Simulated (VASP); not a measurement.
Energy against volume of GaP (zinc blende). Level of theory: vdW-DF2, VASP's PBE PAW potentials (set 64) (plane waves; VASP). Run with 520 eV cut-off, 8×8×8 Γ-centred mesh, Gaussian smearing of 0.050 eV, potentials Ga_d P.

```csv
V (Å³/atom),E (eV/atom)
20.951,-1.79283
21.619,-1.80655
22.288,-1.81090
22.956,-1.80741
```

Fit these four points and predict the energy of the run at 23.625 Å³/atom.

A cubic in V^(−2/3), the third-order Birch-Murnaghan form, passes through the four points with V0 = 22.30 Å³/atom and B0 = 62 GPa, and gives -1.7974 eV/atom there. The run gave -1.7973 eV/atom, +0.0 meV/atom from the fit; all five points give B0 = 62 GPa.

The compound is GaP in the zinc blende structure. It was relaxed first, which changed the volume by +10 %.
